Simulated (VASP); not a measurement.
Output of a VASP run:

File OSZICAR:
```
       N       E                     dE             d eps       ncg     rms          rms(c)
DAV:   1     0.103734395589E+03    0.10373E+03   -0.62711E+03   960   0.969E+02
DAV:   2     0.364371648316E+00   -0.10337E+03   -0.97703E+02  1280   0.274E+02
DAV:   3    -0.694210154371E+01   -0.73065E+01   -0.72741E+01  1568   0.642E+01
DAV:   4    -0.709546568639E+01   -0.15336E+00   -0.15311E+00  1424   0.898E+00
DAV:   5    -0.709990721221E+01   -0.44415E-02   -0.44413E-02  1416   0.124E+00    0.349E+00
DAV:   6    -0.680834155995E+01    0.29157E+00   -0.53299E-01  1176   0.409E+00    0.277E+00
DAV:   7    -0.679368274602E+01    0.14659E-01   -0.15148E-01  1248   0.232E+00    0.173E+00
DAV:   8    -0.680441378991E+01   -0.10731E-01   -0.22788E-02  1432   0.103E+00    0.852E-01
DAV:   9    -0.680760993340E+01   -0.31961E-02   -0.21751E-03  1192   0.422E-01    0.176E-01
DAV:  10    -0.680835052193E+01   -0.74059E-03   -0.12002E-03  1240   0.215E-01    0.532E-02
DAV:  11    -0.680853364400E+01   -0.18312E-03   -0.28061E-04  1120   0.145E-01    0.789E-03
DAV:  12    -0.680854060499E+01   -0.69610E-05   -0.15847E-05  1280   0.300E-02    0.600E-03
DAV:  13    -0.680854281477E+01   -0.22098E-05   -0.19624E-06  1008   0.104E-02    0.261E-03
DAV:  14    -0.680854324539E+01   -0.43062E-06   -0.91207E-07  1000   0.714E-03
   1 F= -.68085432E+01 E0= -.68085432E+01  d E =-.211486E-14  mag=     0.0000     0.0000    -0.0000
```

File OUTCAR:
```
------------------------ aborting loop because EDIFF is reached ----------------------------------------
  FORCE on cell =-STRESS in cart. coord.  units (eV):
  Direction    XX          YY          ZZ          XY          YZ          ZX
  --------------------------------------------------------------------------------------
  Total        0.3146302      0.3146302      0.3146302      0.0000000     -0.0000000      0.0000000
  in kB        8.1024998      8.1024998      8.1024998      0.0000000     -0.0000000      0.0000000
  external PRESSURE =       8.1024998 kB  Pullay stress =       0.0000000 kB
  volume of cell :       62.21
      direct lattice vectors                 reciprocal lattice vectors
     0.000000000  3.145000000  3.145000000    -0.158982512  0.158982512  0.158982512
     3.145000000  0.000000000  3.145000000     0.158982512 -0.158982512  0.158982512
     3.145000000  3.145000000  0.000000000     0.158982512  0.158982512 -0.158982512
  FREE ENERGIE OF THE ION-ELECTRON SYSTEM (eV)
  ---------------------------------------------------
  free  energy   TOTEN  =        -6.8085432454 eV

  energy  without entropy=       -6.8085432454  energy(sigma->0) =       -6.80854325

 Ion:    1  E_soc:     -0.0079724

 Ion:    2  E_soc:     -0.0028600
```
(Selected blocks of OUTCAR.)

**POSCAR**
```
KCl
1
    0.0000000000     3.1450000000     3.1450000000
    3.1450000000     0.0000000000     3.1450000000
    3.1450000000     3.1450000000     0.0000000000
K Cl
1 1
Direct
  0.0000000000   0.0000000000   0.0000000000
  0.5000000000   0.5000000000   0.5000000000
```

Question: Reconstruct the remaining input files.

Answer: This is not unique; one that fits is the input of the run itself, PBE GGA with spin-orbit coupling, plane waves, VASP's PBE PAW potentials (set 64).

### INCAR
```
SYSTEM = KCl
PREC = Accurate; ENCUT = 400; LREAL = .FALSE.
LASPH = .TRUE.
EDIFF = 1E-6; NELM = 100; ALGO = Normal
ISMEAR = 0; SIGMA = 0.05
GGA = PE; GGA_COMPAT = .FALSE.
MAGMOM = 0 0 0 0 0 0
LSORBIT = .TRUE.
ISIF = 2
LWAVE = .FALSE.; LCHARG = .FALSE.
```

### KPOINTS
```
Automatic
0
Gamma
 7 7 7
0 0 0
```

POTCAR, in this order: K_sv Cl (PBE.64 set). Program: vasp_ncl.

The compound is KCl in the rock salt structure. The cell was not relaxed at this level. The run is one of a series of settings (GGA_COMPAT = .FALSE., LSORBIT = .TRUE., MAGMOM = 0 0 0 0 0 0, program vasp_ncl against the base run), some of them coarse on purpose.
